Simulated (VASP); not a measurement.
MgH2: stress against strain

MgH2 (rutile, P4_2/mnm, 10.155 Å³/atom and stress up to 0.11 GPa in the relaxed cell, c along z) under a strain ε along c (axis z), the other axes held. PBE in VASP (plane waves, PAW), 480 eV, 8×8×10 Γ-centred mesh, Gaussian smearing 0.05 eV; ions are relaxed, or left where forces stay under 0.02 eV/Å, within the symmetry of each cell. Stress is positive for a compressed cell.

Here s stands for strain and y for stress zz.

| strain (%) | stress zz (GPa) |
|---|---|
| -3.00 | ? |
| -1.50 | 2.23 |
| 0.00 | 0.11 |
| 0.50 | -0.54 |
| 1.00 | -1.17 |
| 1.50 | -1.79 |

The 5 complete rows are fitted with a straight line, y against s. Means: s 0.30000, y -0.232. About the means, the sum of products is -7.1220 and the sum of squares of s is 5.3000; the slope is their ratio. Least squares gives y = 0.171 - 1.3438·s. Residuals (row less fit): 0.043, -0.061, -0.039, 0.003, 0.055; standard error 0.058 (degrees of freedom: 3). The slope gives the elastic constant C33 = 134 ± 3 GPa (± standard error of the fit, which holds the terms cut off).

Q: Estimate the missing y (s = -3.00); what did the run itself give?

A: y = 0.171 - 1.3438 × (-3.0) = 4.202 GPa. The calculation gives 4.57 GPa, 0.368 GPa above the prediction (5.8 % of the range of y in the table). The row lies outside the fitted rows, so this is an extrapolation. From the scatter of the fitted rows alone, a prediction at this place has a standard error of 0.105 GPa, so the miss is 3.5 times that.

A polynomial of degree 2 through the 10 other runs of the series gives 4.55 there, so most of the miss is curvature that the fit leaves out. Rows are the converged runs of the series near zero and its far end, less any whose ions stayed unrelaxed beside relaxed ones; series whose fitted rows scatter by over a few per cent of the range, as at a crossing or softening among them, aren't shown in this form. Most that stay on the fit to the last digits aren't either.
